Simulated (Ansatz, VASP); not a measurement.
**Two plane-wave programs on HfPt3**

The input INCAR:

```
SYSTEM = HfPt3
ALGO = Normal
EDIFF = 1E-6
ENCUT = 520
GGA = CA
ISIF = 2
ISMEAR = 1
LASPH = .TRUE.
LCHARG = .FALSE.
LREAL = .FALSE.
LWAVE = .FALSE.
NBANDS = 28
NELM = 60
PREC = Accurate
SIGMA = 0.1
```

File KPOINTS:

```
k-points
0
G
  6 6 6
  0 0 0
```

The input POSCAR:

```
HfPt3
1.0
    4.0024500000      0.0000000000      0.0000000000
    0.0000000000      4.0024500000      0.0000000000
    0.0000000000      0.0000000000      4.0024500000
Hf Pt
1 3
Direct
    0.0000000000      0.0000000000      0.0000000000
    0.5000000000      0.5000000000      0.0000000000
    0.5000000000      0.0000000000      0.5000000000
    0.0000000000      0.5000000000      0.5000000000
```

Input for Ansatz:

```yaml
crystal:
  lattice:
    - [4.00245, 0.0, 0.0]
    - [0.0, 4.00245, 0.0]
    - [0.0, 0.0, 4.00245]
  atoms:
    - { symbol: Hf, position: [0.0, 0.0, 0.0] }
    - { symbol: Pt, position: [0.5, 0.5, 0.0] }
    - { symbol: Pt, position: [0.5, 0.0, 0.5] }
    - { symbol: Pt, position: [0.0, 0.5, 0.5] }
kpoints:
  mp_grid:
    grid: [6, 6, 6]
hamiltonian:
  xc: lda
  pseudopotentials:
    kind: paw
scf:
  occupations:
    method: methfessel_paxton
output:
  forces: true
  stress: true
  eigenvalues: true
```

The cell comes from a database or a generator and needn't be the stable form of this composition.

Alike in both runs: task single point; functional LDA; k mesh 6 × 6 × 6; no spin polarisation.

|  | VASP | Ansatz |
| --- | --- | --- |
| version | VASP 6.6.1 | Ansatz 0.2.0 |
| potentials or method | VASP PAW LDA potentials, release 64 (Hf_pv, Pt) | plane waves, PAW |
| plane-wave cutoff (eV) | 520 | 420 |
| occupations | methfessel-paxton of order 1, width 0.1 eV | methfessel-paxton of order 1 |
| valence electrons in the cell | 40 | 80 |

```csv
,VASP,Ansatz,Ansatz less VASP
gap on the k mesh at the Fermi level (eV),none,none,-
pressure (GPa),-8.5,-8.4,+0.11
```

A gap of «none» marks a metal or a gap that the smearing closes. The two sets of potentials don't hold the same shells in valence.

Spin-orbit coupling is left out, which matters for the levels of Hf, Pt.
